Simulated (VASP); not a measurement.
Output of a VASP run:

File OSZICAR:
```
       N       E                     dE             d eps       ncg     rms          rms(c)
DAV:   1     0.167073460627E+03    0.16707E+03   -0.16783E+04   924   0.141E+03
DAV:   2    -0.685907102147E+02   -0.23566E+03   -0.23053E+03  1026   0.342E+02
DAV:   3    -0.814967476549E+02   -0.12906E+02   -0.12866E+02  1128   0.814E+01
DAV:   4    -0.816015866690E+02   -0.10484E+00   -0.10482E+00   990   0.726E+00
DAV:   5    -0.816025091244E+02   -0.92246E-03   -0.92242E-03  1122   0.622E-01    0.811E+00
DAV:   6    -0.753399194672E+02    0.62626E+01   -0.67252E+00  1050   0.340E+01    0.961E+00
DAV:   7    -0.734109933386E+02    0.19289E+01   -0.59819E-01   924   0.807E+00    0.709E+00
DAV:   8    -0.736242065343E+02   -0.21321E+00   -0.56921E-01   924   0.771E+00    0.700E-01
DAV:   9    -0.711002817549E+02    0.25239E+01   -0.11859E+00   930   0.767E+00    0.833E-01
DAV:  10    -0.712309940147E+02   -0.13071E+00   -0.63239E-02   960   0.207E+00    0.827E-01
DAV:  11    -0.712172732917E+02    0.13721E-01   -0.65792E-03  1074   0.728E-01    0.947E-01
DAV:  12    -0.714231500743E+02   -0.20588E+00   -0.68432E-02   960   0.146E+00    0.350E-01
DAV:  13    -0.718036057645E+02   -0.38046E+00   -0.26101E-01   984   0.321E+00    0.460E-01
DAV:  14    -0.717951717207E+02    0.84340E-02   -0.72717E-02   942   0.227E+00    0.319E-01
DAV:  15    -0.718123686763E+02   -0.17197E-01   -0.98636E-03   936   0.843E-01    0.114E-01
DAV:  16    -0.718210219277E+02   -0.86533E-02   -0.53031E-03   984   0.422E-01    0.986E-02
DAV:  17    -0.718254431242E+02   -0.44212E-02   -0.10619E-03   930   0.319E-01    0.717E-02
DAV:  18    -0.718273160049E+02   -0.18729E-02   -0.40039E-03   942   0.515E-01    0.825E-02
DAV:  19    -0.718285258341E+02   -0.12098E-02   -0.10092E-03   924   0.285E-01    0.399E-02
DAV:  20    -0.718284723540E+02    0.53480E-04   -0.19960E-04   960   0.126E-01    0.227E-02
DAV:  21    -0.718285297464E+02   -0.57392E-04   -0.12375E-04   936   0.104E-01    0.145E-02
DAV:  22    -0.718285699538E+02   -0.40207E-04   -0.44825E-05  1020   0.431E-02    0.156E-02
DAV:  23    -0.718285869714E+02   -0.17018E-04   -0.12138E-05   960   0.291E-02    0.128E-02
DAV:  24    -0.718285841419E+02    0.28295E-05   -0.23183E-06  1020   0.106E-02    0.928E-03
DAV:  25    -0.718285851865E+02   -0.10446E-05   -0.30672E-06  1002   0.973E-03    0.340E-03
DAV:  26    -0.718285851633E+02    0.23126E-07   -0.13561E-07   786   0.300E-03
   1 F= -.71828585E+02 E0= -.71828585E+02  d E =-.104104E-13
```

**OUTCAR**
```
------------------------ aborting loop because EDIFF is reached ----------------------------------------
  FORCE on cell =-STRESS in cart. coord.  units (eV):
  Direction    XX          YY          ZZ          XY          YZ          ZX
  --------------------------------------------------------------------------------------
  Total       -0.2896629     -0.2896629     -0.2564177      0.0000000      0.0000000     -0.0000000
  in kB       -3.9719883     -3.9719878     -3.5161143      0.0000000      0.0000000     -0.0000000
  external PRESSURE =      -3.8200301 kB  Pullay stress =       0.0000000 kB
  volume of cell :      116.84
      direct lattice vectors                 reciprocal lattice vectors
     2.179303423 -3.774664010  0.000000000     0.229431108 -0.132462121  0.000000000
     2.179303423  3.774664010  0.000000000     0.229431108  0.132462121  0.000000000
     0.000000000  0.000000000  7.101817902     0.000000000  0.000000000  0.140809017
  FREE ENERGIE OF THE ION-ELECTRON SYSTEM (eV)
  ---------------------------------------------------
  free  energy   TOTEN  =       -71.8285851633 eV

  energy  without entropy=      -71.8285851633  energy(sigma->0) =      -71.82858516
```
(Selected blocks of OUTCAR.)

### POSCAR
```
CdSe
1
    2.1793034233    -3.7746640105     0.0000000000
    2.1793034233     3.7746640105     0.0000000000
    0.0000000000     0.0000000000     7.1018179025
Cd Se
2 2
Direct
  0.6666670000   0.3333330000   0.5000101551
  0.3333330000   0.6666670000   0.0000101551
  0.6666670000   0.3333330000   0.8759898449
  0.3333330000   0.6666670000   0.3759898449
```

### Question
Reconstruct the remaining input files.

### Answer
This is not unique; one that fits is the input of the run itself, r2SCAN meta-GGA, plane waves, VASP's PBE PAW potentials (set 64).

### INCAR
```
! general
SYSTEM   =  CdSe
PREC     =  Accurate
ENCUT    =  480   ! plane-wave cut-off (eV)
LREAL    =  .FALSE.   ! projection in real space or not
LASPH    =  .TRUE.

! electronic loop
EDIFF    =  1E-7   ! SCF stop (eV)
NELM     =  100   ! most electronic steps
ALGO     =  Normal   ! blocked Davidson
LMAXMIX  =  4   ! l cut-off of mixed one-centre charges
LMIXTAU  =  .TRUE.

! smearing
ISMEAR   =  0
SIGMA    =  0.05

! functional
METAGGA  =  R2SCAN

! ions
ISIF     =  2   ! forces and stress, cell fixed

! output
LWAVE    =  .FALSE.
LCHARG   =  .FALSE.
```

File KPOINTS:
```
Automatic mesh
0
Gamma
6 6 4
0 0 0
```

POTCAR, in this order: Cd Se (PBE.64 set). Program: vasp_std.

The compound is CdSe in the wurtzite structure. This cell was strained or had an atom moved on purpose.
